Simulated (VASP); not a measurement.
Method: vdW-DF-cx, VASP's PBE PAW potentials (set 64) (plane waves; VASP).

A VASP calculation is set up with these files.

**POSCAR**
```
ZrB2
1
    1.5502159124    -2.6850531811     0.0000000000
    1.5502159124     2.6850531811     0.0000000000
    0.0000000000     0.0000000000     3.4533218485
Zr B
1 2
Direct
  0.0000000000   0.0000000000   0.0000000000
  0.3333330000   0.6666670000   0.5000000000
  0.6666670000   0.3333330000   0.5000000000
```

**INCAR**
```
AGGAC  =  0.0
ALGO  =  Normal
EDIFF  =  1E-7
EDIFFG  =  -0.01
ENCUT  =  520
GGA  =  CX
IBRION  =  2
ISIF  =  4
ISMEAR  =  1
LASPH  =  T
LCHARG  =  F
LMAXMIX  =  4
LREAL  =  F
LUSE_VDW  =  T
LWAVE  =  F
NELM  =  100
NSW  =  30
PREC  =  Accurate
SIGMA  =  0.1
SYSTEM  =  ZrB2
```

### KPOINTS
```
Automatic
0
gamma
 11 11 9
```

POTCAR, in this order: Zr_sv B (PBE.64 set). Program: vasp_std.

What VASP printed:

### OSZICAR
```
       N       E                     dE             d eps       ncg     rms          rms(c)
DAV:   1     0.115756983402E+03    0.11576E+03   -0.10038E+04  2080   0.139E+03
DAV:   2    -0.187184431978E+02   -0.13448E+03   -0.12964E+03  2425   0.343E+02
DAV:   3    -0.240910156163E+02   -0.53726E+01   -0.53238E+01  3258   0.600E+01
DAV:   4    -0.242018321191E+02   -0.11082E+00   -0.11078E+00  2643   0.842E+00
DAV:   5    -0.242048262223E+02   -0.29941E-02   -0.29940E-02  3203   0.101E+00    0.254E+01
DAV:   6    -0.216750642840E+02    0.25298E+01   -0.69015E+00  2508   0.197E+01    0.107E+01
DAV:   7    -0.216282328214E+02    0.46831E-01   -0.96610E-01  3152   0.662E+00    0.345E+00
DAV:   8    -0.216313305746E+02   -0.30978E-02   -0.13471E-01  2501   0.354E+00    0.840E-01
DAV:   9    -0.216268015761E+02    0.45290E-02   -0.24385E-02  2544   0.136E+00    0.158E-01
DAV:  10    -0.216267171083E+02    0.84468E-04   -0.10452E-03  2604   0.308E-01    0.466E-02
DAV:  11    -0.216267253057E+02   -0.81974E-05   -0.29738E-05  2710   0.616E-02    0.183E-02
DAV:  12    -0.216267251031E+02    0.20260E-06   -0.41252E-06  2732   0.231E-02    0.281E-03
DAV:  13    -0.216267250746E+02    0.28541E-07   -0.61838E-07  2643   0.713E-03
   1 F= -.21626725E+02 E0= -.21626721E+02  d E =-.216267E+02
       N       E                     dE             d eps       ncg     rms          rms(c)
DAV:   1    -0.216275609929E+02   -0.83589E-03   -0.44814E-02  2230   0.214E+00    0.151E-01
DAV:   2    -0.216271393393E+02    0.42165E-03   -0.97594E-04  2355   0.274E-01    0.844E-02
DAV:   3    -0.216269690788E+02    0.17026E-03   -0.45225E-04  2410   0.194E-01    0.189E-02
DAV:   4    -0.216269684896E+02    0.58921E-06   -0.99183E-06  2291   0.291E-02    0.719E-03
DAV:   5    -0.216269684529E+02    0.36742E-07   -0.38313E-07  2667   0.647E-03
   2 F= -.21626968E+02 E0= -.21626954E+02  d E =-.243378E-03
```

File OUTCAR:
```
------------------------ aborting loop because EDIFF is reached ----------------------------------------
  FORCE on cell =-STRESS in cart. coord.  units (eV):
  Direction    XX          YY          ZZ          XY          YZ          ZX
  --------------------------------------------------------------------------------------
  Total        3.0410617      3.0410628      3.0735981      0.0000000      0.0000000      0.0000000
  in kB      169.4820381    169.4821017    171.2953304      0.0000000      0.0000000      0.0000000
  external PRESSURE =     170.0864901 kB  Pullay stress =       0.0000000 kB
  volume of cell :       28.75
      direct lattice vectors                 reciprocal lattice vectors
     1.552125213 -2.688360234  0.000000000     0.322138959 -0.185986980 -0.000000000
     1.552125213  2.688360234  0.000000000     0.322138959  0.185986980 -0.000000000
     0.000000000 -0.000000000  3.444831012    -0.000000000  0.000000000  0.290290002
 POSITION                                       TOTAL-FORCE (eV/Angst)
 -----------------------------------------------------------------------------------
      1.55213     -2.68836      0.00000         0.000000     -0.000000      0.000000
      1.55213      0.89612      1.72242         0.000000     -0.000000      0.000000
      1.55213     -0.89612      1.72242        -0.000000      0.000000     -0.000000
 -----------------------------------------------------------------------------------
    total drift:                                0.000000     -0.000000     -0.000000
  FREE ENERGIE OF THE ION-ELECTRON SYSTEM (eV)
  ---------------------------------------------------
  free  energy   TOTEN  =       -21.6269684529 eV

  energy  without entropy=      -21.6269253221  energy(sigma->0) =      -21.62695408

 reached required accuracy - stopping structural energy minimisation
```
(Selected blocks of OUTCAR.)

File CONTCAR:
```
ZrB2
   1.00000000000000
     1.5521252131021201   -2.6883602336791421    0.0000000000000000
     1.5521252131021201    2.6883602336791421    0.0000000000000000
     0.0000000000000000   -0.0000000000000000    3.4448310123826267
  Zr              B
     1     2
Direct
     1.0000000000000000    0.0000000000000000    0.0000000000000000
     0.3333330000000032    0.6666669999999968    0.5000000000000000
     0.6666669999999968    0.3333330000000032    0.5000000000000000
```

The compound is ZrB2 in the AlB2 type structure. This cell is one point of a volume scan, at 0.94 of the reference volume. Symmetry was kept, so distortions that lower it aren't found.
